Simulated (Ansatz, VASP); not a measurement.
**KMgI3 in VASP and in Ansatz**

```xyz
5
Lattice="5.6952 0.0000 0.0000 0.0000 5.6952 0.0000 0.0000 0.0000 5.6952" Properties=species:S:1:pos:R:3 pbc="T T T"
K     0.0000    0.0000    0.0000
Mg    2.8476    2.8476    2.8476
I     2.8476    2.8476    0.0000
I     2.8476    0.0000    2.8476
I     0.0000    2.8476    2.8476
```

Alike in both runs: task single point; functional r2SCAN; k mesh 4 × 4 × 4; no spin polarisation.

|  | VASP | Ansatz |
| --- | --- | --- |
| version | VASP 6.6.1 | Ansatz 0.2.0 |
| potentials or method | VASP PAW PBE potentials, release 64 (K_sv, Mg, I) | plane waves, PAW |
| plane-wave cutoff (eV) | 520 | 500 |
| occupations | gaussian, width 0.01 eV | fixed |
| valence electrons in the cell | 32 | 70 |

Ansatz gave:

| Property | Result |
| --- | --- |
| gap on the k mesh at the Fermi level (eV) | 1.94 |
| pressure (GPa) | 1.5 |

Q: Estimate VASP's values.

A: gap on the k mesh at the Fermi level (eV): 1.91; pressure (GPa): 1.4.

The two sets of potentials don't hold the same shells in valence.

Caveats: the PAW data sets were made with another functional, which shifts forces and pressure a little (VASP); spin-orbit coupling is left out, which moves the levels of the heavy elements. r2SCAN opens gaps a little over a GGA but as a rule still falls short of measured ones. A k mesh can miss the band edges.
